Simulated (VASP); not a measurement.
OSZICAR of a VASP run on P (black):

### OSZICAR
```
       N       E                     dE             d eps       ncg     rms          rms(c)
DAV:   1     0.700536871009E+02    0.70054E+02   -0.84836E+03  3472   0.122E+03
DAV:   2    -0.124259807982E+02   -0.82480E+02   -0.79773E+02  4556   0.175E+02
DAV:   3    -0.166949270396E+02   -0.42689E+01   -0.42399E+01  4698   0.428E+01
DAV:   4    -0.167526732672E+02   -0.57746E-01   -0.57681E-01  4386   0.587E+00
DAV:   5    -0.167539416140E+02   -0.12683E-02   -0.12678E-02  4878   0.782E-01    0.902E+00
DAV:   6    -0.167040387858E+02    0.49903E-01   -0.32499E-02  4270   0.115E+00    0.538E+00
DAV:   7    -0.166812224028E+02    0.22816E-01   -0.63725E-02  4480   0.164E+00    0.165E-01
DAV:   8    -0.166812843082E+02   -0.61905E-04   -0.52204E-03  4240   0.499E-01    0.104E-01
DAV:   9    -0.166813321603E+02   -0.47852E-04   -0.20336E-04  4788   0.106E-01    0.640E-02
DAV:  10    -0.166813497259E+02   -0.17566E-04   -0.35138E-05  4192   0.395E-02    0.223E-02
DAV:  11    -0.166813531459E+02   -0.34199E-05   -0.53499E-06  4354   0.203E-02    0.703E-03
DAV:  12    -0.166813533291E+02   -0.18324E-06   -0.27166E-07  3942   0.393E-03    0.134E-03
DAV:  13    -0.166813533171E+02    0.11982E-07   -0.62770E-08  2672   0.197E-03
   1 F= -.16681353E+02 E0= -.16681370E+02  d E =-.166814E+02
       N       E                     dE             d eps       ncg     rms          rms(c)
DAV:   1    -0.167029126495E+02   -0.21559E-01   -0.12337E+00  3472   0.634E+00    0.638E-01
DAV:   2    -0.167103266870E+02   -0.74140E-02   -0.81226E-02  4690   0.191E+00    0.208E-01
DAV:   3    -0.167099464398E+02    0.38025E-03   -0.12652E-03  4268   0.282E-01    0.154E-01
DAV:   4    -0.167098514451E+02    0.94995E-04   -0.10161E-03  4396   0.195E-01    0.349E-02
DAV:   5    -0.167098540571E+02   -0.26121E-05   -0.19144E-04  4160   0.935E-02    0.351E-02
DAV:   6    -0.167098569162E+02   -0.28591E-05   -0.81160E-06  4532   0.205E-02    0.157E-02
DAV:   7    -0.167098564547E+02    0.46152E-06   -0.11901E-06  4460   0.741E-03    0.947E-03
DAV:   8    -0.167098564824E+02   -0.27728E-07   -0.20908E-07  2844   0.310E-03
   2 F= -.16709856E+02 E0= -.16709828E+02  d E =-.285032E-01
       N       E                     dE             d eps       ncg     rms          rms(c)
DAV:   1    -0.167127924472E+02   -0.29360E-02   -0.74472E-01  3472   0.494E+00    0.493E-01
DAV:   2    -0.167172400011E+02   -0.44476E-02   -0.48596E-02  4678   0.148E+00    0.172E-01
DAV:   3    -0.167169998677E+02    0.24013E-03   -0.77591E-04  4324   0.220E-01    0.130E-01
DAV:   4    -0.167169386189E+02    0.61249E-04   -0.66441E-04  4372   0.157E-01    0.277E-02
DAV:   5    -0.167169398517E+02   -0.12329E-05   -0.12424E-04  4058   0.755E-02    0.292E-02
DAV:   6    -0.167169418780E+02   -0.20262E-05   -0.53320E-06  4552   0.166E-02    0.125E-02
DAV:   7    -0.167169415680E+02    0.30993E-06   -0.72610E-07  4388   0.583E-03    0.764E-03
DAV:   8    -0.167169415804E+02   -0.12310E-07   -0.12408E-07  2348   0.241E-03
   3 F= -.16716942E+02 E0= -.16716914E+02  d E =-.355883E-01
       N       E                     dE             d eps       ncg     rms          rms(c)
DAV:   1    -0.167264581607E+02   -0.95166E-02   -0.41563E-01  3634   0.371E+00    0.417E-01
DAV:   2    -0.167246923944E+02    0.17658E-02   -0.23978E-02  4630   0.108E+00    0.181E-01
DAV:   3    -0.167237409611E+02    0.95143E-03   -0.30018E-03  4428   0.340E-01    0.857E-02
DAV:   4    -0.167236880517E+02    0.52909E-04   -0.54045E-04  4558   0.145E-01    0.318E-02
DAV:   5    -0.167236881401E+02   -0.88413E-07   -0.23034E-05  4210   0.351E-02    0.130E-02
DAV:   6    -0.167236890020E+02   -0.86191E-06   -0.29982E-06  4774   0.121E-02    0.369E-03
DAV:   7    -0.167236890256E+02   -0.23545E-07   -0.20075E-07  3020   0.316E-03
   4 F= -.16723689E+02 E0= -.16723654E+02  d E =-.674745E-02
       N       E                     dE             d eps       ncg     rms          rms(c)
DAV:   1    -0.167239220371E+02   -0.23304E-03   -0.11944E-02  3628   0.629E-01    0.691E-02
DAV:   2    -0.167238716055E+02    0.50432E-04   -0.68855E-04  4666   0.183E-01    0.311E-02
DAV:   3    -0.167238442222E+02    0.27383E-04   -0.87349E-05  4416   0.580E-02    0.146E-02
DAV:   4    -0.167238428567E+02    0.13655E-05   -0.15500E-05  4576   0.246E-02    0.544E-03
DAV:   5    -0.167238428585E+02   -0.18199E-08   -0.64019E-07  4138   0.586E-03
   5 F= -.16723843E+02 E0= -.16723806E+02  d E =-.690128E-02
       N       E                     dE             d eps       ncg     rms          rms(c)
DAV:   1    -0.167256318415E+02   -0.17890E-02   -0.11639E-01  3760   0.207E+00    0.327E-01
DAV:   2    -0.167249062890E+02    0.72555E-03   -0.75412E-03  4612   0.612E-01    0.114E-01
DAV:   3    -0.167242965630E+02    0.60973E-03   -0.88345E-04  4216   0.198E-01    0.515E-02
DAV:   4    -0.167242123879E+02    0.84175E-04   -0.39875E-04  4522   0.124E-01    0.112E-02
DAV:   5    -0.167242136789E+02   -0.12910E-05   -0.37780E-05  4258   0.438E-02    0.145E-02
DAV:   6    -0.167242139591E+02   -0.28022E-06   -0.24517E-06  4492   0.110E-02    0.637E-03
DAV:   7    -0.167242139487E+02    0.10362E-07   -0.32527E-07  3880   0.422E-03
   6 F= -.16724214E+02 E0= -.16724175E+02  d E =-.371090E-03
       N       E                     dE             d eps       ncg     rms          rms(c)
DAV:   1    -0.167245488860E+02   -0.33493E-03   -0.14405E-02  3748   0.729E-01    0.116E-01
DAV:   2    -0.167244582767E+02    0.90609E-04   -0.93719E-04  4600   0.215E-01    0.403E-02
DAV:   3    -0.167243821904E+02    0.76086E-04   -0.10981E-04  4234   0.699E-02    0.181E-02
DAV:   4    -0.167243717564E+02    0.10434E-04   -0.49640E-05  4474   0.437E-02    0.396E-03
DAV:   5    -0.167243719854E+02   -0.22900E-06   -0.46670E-06  4270   0.154E-02    0.515E-03
DAV:   6    -0.167243720269E+02   -0.41546E-07   -0.30980E-07  3902   0.390E-03
   7 F= -.16724372E+02 E0= -.16724325E+02  d E =-.529168E-03
```

Question: Which electronic solver shows in the log?

Answer: It is blocked Davidson (ALGO = Normal, or the opening steps of other solvers). The INCAR had ALGO = Normal.

Question: Can the final energy be trusted as converged?

Answer: Self-consistency was reached. It stopped with EDIFF = 1E-7, NELM = 100, NSW = 30 and EDIFFG = -0.01 after 7 ionic steps (vdW-DF-cx, plane waves, VASP's PBE PAW potentials (set 64)).

The compound is P in the black structure. This cell is one point of a volume scan, at 1.06 of the reference volume. Symmetry was kept, so distortions that lower it aren't found.
